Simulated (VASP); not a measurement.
Runs of VASP 6.6.1 on Si3Ge. It takes space group P6/mmm (No. 191, hexagonal). The conventional cell has a = 2.715 Å, b = 2.715 Å, c = 10.111 Å, α = 90.00°, β = 90.00°, γ = 120.00°. Around Si (site symmetry 6/mmm) lie 8 Si at 2.46 to 2.72 Å. Around Si (site symmetry 6mm) lie 7 Si at 2.46 to 2.72 Å and 1 Ge at 2.59 Å. Around Ge (site symmetry 6/mmm) lie 2 Si at 2.59 Å and 6 Ge at 2.71 to 2.72 Å. The cell was built by a generator and needn't be a form met in nature.

```csv
task,level,potentials or basis,spin,cell,k mesh,cutoff (eV),smearing,pressure (GPa),relaxed volume (Å³/atom),largest force (eV/Å)
relaxation of cell and atoms,PBE,"VASP PAW PBE potentials, release 64 (Si, Ge_d)",off,relaxed,11 × 11 × 3,600,gaussian 0.05 eV,0.0,(b),0.01
single point,vdW-DF2,"VASP PAW PBE potentials, release 64 (Si, Ge)","SOC, no magnetisation",volume scaled by 0.92,8 × 8 × 3,500,gaussian 0.1 eV,20.2,-,0.07
single point,PBE,"VASP PAW PBE potentials, release 64 (Si, Ge_d)",off,as given,11 × 11 × 3,520,fermi-dirac 0.05 eV,0.4,-,0.01
relaxation of cell and atoms,RPBE,"VASP PAW PBE potentials, release 64 (Si, Ge_d)",off,relaxed,11 × 11 × 3,600,gaussian 0.05 eV,0.0,(a),-
```

Task: Fill in the values left out.

Result: (a) 16.42; (b) 16.19.

Caveats: the PAW data sets were made with another functional, which shifts forces and pressure a little (some runs).

The runs don't all hold the same shells in valence.
